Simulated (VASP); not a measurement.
Output of a VASP run:

**OSZICAR**
```
...
RMM:  12    -0.320057967469E+03   -0.11499E-03   -0.22987E-04  1528   0.282E-02    0.126E-01
RMM:  13    -0.320058084919E+03   -0.11745E-03   -0.54215E-05  1158   0.192E-02    0.789E-02
RMM:  14    -0.320058083542E+03    0.13775E-05   -0.68418E-05  1248   0.179E-02
  17 F= -.32005808E+03 E0= -.32004412E+03  d E =-.877507E-03  mag=     1.0000
       N       E                     dE             d eps       ncg     rms          rms(c)
DAV:   1    -0.320058090336E+03   -0.54164E-05   -0.28129E-04  1864   0.354E-02    0.193E-02
RMM:   2    -0.320058102062E+03   -0.11727E-04   -0.11688E-05   906   0.938E-03    0.421E-02
RMM:   3    -0.320058094269E+03    0.77937E-05   -0.36411E-06   885   0.619E-03    0.310E-02
RMM:   4    -0.320058096641E+03   -0.23721E-05   -0.11175E-06   792   0.307E-03
  18 F= -.32005810E+03 E0= -.32004415E+03  d E =-.890605E-03  mag=     1.0000
       N       E                     dE             d eps       ncg     rms          rms(c)
DAV:   1    -0.320057908715E+03    0.18555E-03   -0.21917E-01  1712   0.844E-01    0.113E-01
RMM:   2    -0.320058561039E+03   -0.65232E-03   -0.53225E-03  1972   0.161E-01    0.242E-01
RMM:   3    -0.320058391821E+03    0.16922E-03   -0.65141E-04  1697   0.518E-02    0.199E-01
RMM:   4    -0.320058209484E+03    0.18234E-03   -0.12068E-04  1349   0.263E-02    0.139E-01
RMM:   5    -0.320058346207E+03   -0.13672E-03   -0.55761E-05  1125   0.166E-02    0.164E-01
RMM:   6    -0.320058321168E+03    0.25040E-04   -0.81866E-05  1228   0.163E-02    0.238E-01
RMM:   7    -0.320058301658E+03    0.19509E-04   -0.77210E-06   927   0.824E-03    0.236E-01
RMM:   8    -0.320058233642E+03    0.68016E-04   -0.17460E-05   982   0.918E-03    0.211E-01
RMM:   9    -0.320058210932E+03    0.22710E-04   -0.52391E-05  1129   0.137E-02    0.261E-01
RMM:  10    -0.320058215273E+03   -0.43412E-05   -0.58645E-06   910   0.706E-03
  19 F= -.32005822E+03 E0= -.32004420E+03  d E =-.118632E-03  mag=     1.0000
       N       E                     dE             d eps       ncg     rms          rms(c)
DAV:   1    -0.320058040541E+03    0.17039E-03   -0.10991E-01  1696   0.599E-01    0.291E-01
RMM:   2    -0.320061675157E+03   -0.36346E-02   -0.35609E-03  1934   0.136E-01    0.106E+00
RMM:   3    -0.320053417402E+03    0.82578E-02   -0.20494E-03  1706   0.123E-01    0.439E-01
RMM:   4    -0.320057189360E+03   -0.37720E-02   -0.47032E-04  1568   0.428E-02    0.535E-01
RMM:   5    -0.320057734433E+03   -0.54507E-03   -0.80283E-05  1205   0.249E-02    0.469E-01
RMM:   6    -0.320057866168E+03   -0.13174E-03   -0.20187E-05  1008   0.115E-02    0.473E-01
RMM:   7    -0.320057943537E+03   -0.77368E-04   -0.83586E-05  1192   0.197E-02    0.357E-01
RMM:   8    -0.320058173213E+03   -0.22968E-03   -0.10035E-04  1358   0.209E-02    0.260E-01
RMM:   9    -0.320058290286E+03   -0.11707E-03   -0.93085E-06   933   0.103E-02    0.258E-01
RMM:  10    -0.320058342171E+03   -0.51885E-04   -0.34211E-04  1709   0.365E-02    0.235E-01
RMM:  11    -0.320058207050E+03    0.13512E-03   -0.16328E-04  1464   0.289E-02    0.372E-01
RMM:  12    -0.320058136733E+03    0.70317E-04   -0.13641E-04  1301   0.228E-02    0.200E-01
RMM:  13    -0.320058329412E+03   -0.19268E-03   -0.16365E-04  1560   0.258E-02    0.699E-02
RMM:  14    -0.320058406916E+03   -0.77504E-04   -0.33102E-05  1073   0.166E-02    0.446E-02
RMM:  15    -0.320058418530E+03   -0.11614E-04   -0.15973E-05   964   0.113E-02    0.161E-02
RMM:  16    -0.320058420410E+03   -0.18802E-05   -0.46559E-06   916   0.703E-03
  20 F= -.32005842E+03 E0= -.32004446E+03  d E =-.323769E-03  mag=     1.0000
```

File OUTCAR:
```
------------------------ aborting loop because EDIFF is reached ----------------------------------------
  FORCE on cell =-STRESS in cart. coord.  units (eV):
  Direction    XX          YY          ZZ          XY          YZ          ZX
  --------------------------------------------------------------------------------------
  Total      -22.7388032    -22.1090213    -24.7936149      0.1071126     -0.0298185      0.0668565
  in kB      -40.8416459    -39.7104812    -44.5323365      0.1923872     -0.0535576      0.1200824
  external PRESSURE =     -41.6948212 kB  Pullay stress =       0.0000000 kB
  volume of cell :      892.02
      direct lattice vectors                 reciprocal lattice vectors
     4.932320690 -8.543031394  0.000000000     0.101372160 -0.058527234  0.000000000
     4.932320690  8.543031394  0.000000000     0.101372160  0.058527234  0.000000000
     0.000000000  0.000000000 10.584775396     0.000000000  0.000000000  0.094475316
  FREE ENERGIE OF THE ION-ELECTRON SYSTEM (eV)
  ---------------------------------------------------
  free  energy   TOTEN  =      -320.0584204101 eV

  energy  without entropy=     -320.0305023402  energy(sigma->0) =     -320.04446138

 total charge

# of ion       s       p       d       tot
------------------------------------------
    1        0.441   0.457   9.893  10.790
    2        0.441   0.457   9.893  10.790
    3        0.440   0.455   9.892  10.788
    4        0.442   0.456   9.888  10.786
    5        0.441   0.458   9.891  10.790
    6        0.441   0.457   9.893  10.791
    7        0.442   0.457   9.892  10.791
    8        0.441   0.456   9.888  10.785
    9        0.441   0.456   9.893  10.790
   10        0.441   0.456   9.892  10.789
   11        0.440   0.455   9.892  10.788
   12        0.441   0.455   9.892  10.787
   13        0.441   0.456   9.892  10.788
   14        0.441   0.456   9.893  10.790
   15        0.441   0.456   9.893  10.790
   16        0.442   0.457   9.889  10.788
   17        0.441   0.457   9.891  10.789
   18        0.441   0.455   9.892  10.788
   19        0.442   0.458   9.892  10.792
   20        0.440   0.457   9.891  10.789
   21        0.441   0.456   9.893  10.790
   22        0.442   0.458   9.892  10.792
   23        0.442   0.457   9.889  10.787
   24        0.441   0.456   9.892  10.789
   25        0.440   0.455   9.892  10.788
   26        0.441   0.456   9.892  10.789
   27        0.440   0.454   9.891  10.786
   28        0.441   0.456   9.892  10.789
   29        0.441   0.456   9.893  10.790
   30        0.441   0.456   9.892  10.789
   31        0.442   0.456   9.888  10.785
   32        0.441   0.457   9.893  10.790
   33        0.441   0.456   9.893  10.790
   34        0.440   0.455   9.892  10.788
   35        0.442   0.456   9.888  10.786
   36        1.570   3.462   0.000   5.032
   37        1.570   3.462   0.000   5.032
   38        1.570   3.462   0.000   5.032
   39        1.570   3.461   0.000   5.032
   40        1.573   3.444   0.000   5.017
   41        1.570   3.462   0.000   5.032
   42        1.571   3.462   0.000   5.033
   43        1.570   3.461   0.000   5.032
   44        1.570   3.462   0.000   5.032
   45        1.570   3.462   0.000   5.032
   46        1.570   3.462   0.000   5.032
   47        1.570   3.462   0.000   5.032
   48        1.571   3.457   0.000   5.029
...
```
(Selected blocks of OUTCAR.)

File POSCAR:
```
CuZn35O36
1
    4.9323206900    -8.5430313936     0.0000000000
    4.9323206900     8.5430313936     0.0000000000
    0.0000000000     0.0000000000    10.5847753959
Zn O Cu
35 36 1
Direct
  0.2223067253   0.1111141878   0.2506751755
  0.1111659039   0.2223060333   0.0005465458
  0.2223072118   0.1112081372   0.7507194334
  0.1117530565   0.2226931038   0.5006672182
  0.2227254407   0.4446484958   0.2489609106
  0.1111493408   0.5555073260   0.0005707758
  0.2238221210   0.4453206462   0.7504789852
  0.1116825911   0.5555945162   0.5006546649
  0.2222268403   0.7778107221   0.2506402368
  0.1111096665   0.8889068214   0.0006906219
  0.2222809743   0.7777101408   0.7506939728
  0.1111306132   0.8888004296   0.5008309319
  0.5554850900   0.1111396585   0.2505038867
  0.4445031751   0.2223501062   0.0006199943
  0.5555483695   0.1111483830   0.7507599603
  0.4445712054   0.2232212709   0.5006120487
  0.5551637025   0.4446978367   0.2503998202
  0.4445533265   0.5556391679   0.0001143861
  0.5551832879   0.4449719665   0.7504370044
  0.5552825305   0.7770207421   0.2509619590
  0.4445332177   0.8888282994   0.0006881385
  0.5554474161   0.7775327967   0.7507228151
  0.4447504029   0.8877406260   0.5006552588
  0.8888945820   0.1110805271   0.2504096425
  0.7777555057   0.2222259302   0.0006520708
  0.8889792897   0.1112346516   0.7508133605
  0.7776755672   0.2223003292   0.5009515804
  0.8888634135   0.4444886905   0.2505099031
  0.7776183604   0.5554767911   0.0006278464
  0.8889334472   0.4444526006   0.7507491102
  0.7755174720   0.5549688731   0.5003577165
  0.8888746159   0.7777439512   0.2506740966
  0.7776207364   0.8888123298   0.0006519975
  0.8887496346   0.7776408421   0.7507183390
  0.7772675121   0.8879925583   0.5009481008
  0.2221226376   0.1110471972   0.4402874666
  0.1109892465   0.2219531852   0.1902411839
  0.2221892019   0.1110631938   0.9402393571
  0.1112631154   0.2225723021   0.6899210579
  0.2206922843   0.4436761555   0.4382686020
  0.1109938844   0.5556241221   0.1902453434
  0.2218835323   0.4442390787   0.9405429730
  0.1112239772   0.5553539815   0.6899707909
  0.2225227448   0.7776700709   0.4403138740
  0.1111001979   0.8889119223   0.1904100954
  0.2222339846   0.7777935200   0.9402666350
  0.1110917530   0.8888753194   0.6903205397
  0.5552838032   0.1105187948   0.4404282697
  0.4442981833   0.2220218142   0.1902551838
  0.5555549379   0.1110737515   0.9402989413
  0.4445684549   0.2222280151   0.6901157768
  0.5547479288   0.4439843157   0.4393785539
  0.4445397880   0.5557032730   0.1893354357
  0.5557827468   0.4442059614   0.9406448549
  0.4450687997   0.5560725207   0.6937180007
  0.5551782592   0.7769365033   0.4401134354
  0.4445676390   0.8887541468   0.1906512752
  0.5558537960   0.7783011664   0.9407332896
  0.4446027207   0.8891240815   0.6900877942
  0.8889605972   0.1107801656   0.4404354874
  0.7778285093   0.2222481139   0.1904723353
  0.8889275583   0.1110993987   0.9402940945
  0.7778057871   0.2222083779   0.6902889848
  0.8889349762   0.4447220065   0.4404156942
  0.7778615411   0.5556029763   0.1903633595
  0.8889260952   0.4444554211   0.9402744664
  0.7779019824   0.5554615791   0.6899198999
  0.8888024124   0.7775035810   0.4403240883
  0.7777077036   0.8888768844   0.1905798951
  0.8889212050   0.7777955397   0.9402597113
  0.7781324243   0.8892929224   0.6901658917
  0.4404752443   0.5545231516   0.4994008522
```

Problem. Reconstruct the remaining input files.

Solution. This is not unique; one that fits is the input of the run itself, PBE GGA, plane waves, VASP's PBE PAW potentials (set 64).

**KPOINTS**
```
Automatic mesh
0
Gamma
1 1 1
0 0 0
```

### INCAR
```
ALGO=Fast
EDIFF=1E-5
EDIFFG=-0.03
ENCUT=400
GGA=PE
IBRION=2
ISIF=2
ISMEAR=0
ISPIN=2
ISYM=0
LASPH=.TRUE.
LCHARG=.FALSE.
LMAXMIX=4
LORBIT=10
LREAL=Auto
LWAVE=.FALSE.
MAGMOM=72*0.0139
NELM=100
NELMIN=4
NSW=120
NUPDOWN=1
PREC=Normal
SIGMA=0.05
SYSTEM=CuZn35O36
```

POTCAR, in this order: Zn O Cu (PBE.64 set). Program: vasp_gam.

At this cut-off the stress carries a Pulay error, which pulls relaxed volumes low. The supercell is sampled at Γ alone, which is coarse: total energies, pressure and levels can be off, energies of defects by several tenths of an eV.

The cell is a supercell with a defect, built from ZnO (wurtzite): Cu_Zn.
